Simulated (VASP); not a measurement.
An input for Ansatz (written as the equivalent of a VASP run, and not itself run):

Ansatz 0.2 input:
```yaml
crystal:
  lattice:
    - [3.6790860, 0.0000000, 0.0000000]
    - [-1.8395430, 3.1861830, 0.0000000]
    - [0.0000000, 0.0000000, 18.7483440]
  atoms:
    - { symbol: Pt, position: [0.6666670, 0.3333330, 0.4325870] }
    - { symbol: Pt, position: [0.6666670, 0.3333330, 0.5674130] }
    - { symbol: S, position: [0.3333330, 0.6666670, 0.3733660] }
    - { symbol: S, position: [0.3333330, 0.6666670, 0.6266340] }
kpoints:
  mp_grid: { grid: [8, 8, 1] }
hamiltonian:
  xc: pbe
  pseudopotentials: { kind: paw }
scf:
  occupations: { method: gaussian, width: 0.136 }
  max_iter: 100
output: { forces: true, stress: true, eigenvalues: true }
```

### Question
Write the VASP files for the same calculation (PBE).

### Answer
Several could match; the one computed here: 
INCAR:
```
ALGO=Normal
EDIFF=1E-6
ENCUT=300
GGA=PE
ISIF=2
ISMEAR=0
LASPH=.True.
LCHARG=.False.
LMAXMIX=6
LREAL=.False.
LWAVE=.False.
NELM=100
PREC=Accurate
SIGMA=0.136
SYSTEM=PtS
```

**KPOINTS**
```
Automatic mesh
0
Gamma
8 8 1
0 0 0
```

POSCAR:
```
PtS
1
    3.6790860000     0.0000000000     0.0000000000
   -1.8395430000     3.1861830000     0.0000000000
    0.0000000000     0.0000000000    18.7483440000
Pt S
2 2
Direct
  0.6666670000   0.3333330000   0.4325870000
  0.6666670000   0.3333330000   0.5674130000
  0.3333330000   0.6666670000   0.3733660000
  0.3333330000   0.6666670000   0.6266340000
```

POTCAR, in this order: Pt S (PBE.64 set). Program: vasp_std.

What does not carry over: each code has its own PAW files, so the cut-off isn't converted (ENCUT is set for VASP's; basis.ecutwfc is left out, and Ansatz then takes the one that its files recommend); Ansatz stops its SCF on the density residual and VASP on the energy change (EDIFF).

The cell is a sheet with vacuum, built from a generated structure.
